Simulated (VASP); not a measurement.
Consider the following.

```yaml
crystal:
  lattice:
    - [1.88721, -3.26874, 0.00000]
    - [1.88721, 3.26874, 0.00000]
    - [0.00000, 0.00000, 12.06427]
  atoms:
    - { symbol: La, position: [0.00000, 0.00000, 0.50000] }
    - { symbol: La, position: [0.00000, 0.00000, 0.00000] }
    - { symbol: La, position: [0.33333, 0.66667, 0.25000] }
    - { symbol: La, position: [0.66667, 0.33333, 0.75000] }
```

Method: PBE GGA, VASP's PBE PAW potentials (set 64) (plane waves; VASP 6.6.1). Settings: 480 eV cut-off, 10×10×4 Γ-centred mesh, first-order Methfessel-Paxton smearing of 0.10 eV, potentials La.

Problem. What does the run give for the energy per atom (σ→0), band gap (on the k-mesh) with the smallest direct gap where there is one?

Solution. 
```json
{
 "band gap (on the k-mesh)": "none (metal, semimetal or under 0.01 eV)",
 "energy per atom (σ→0)": "-471.2 kJ/mol-atom"
}
```

The compound is La in the dhcp structure. It was relaxed first.
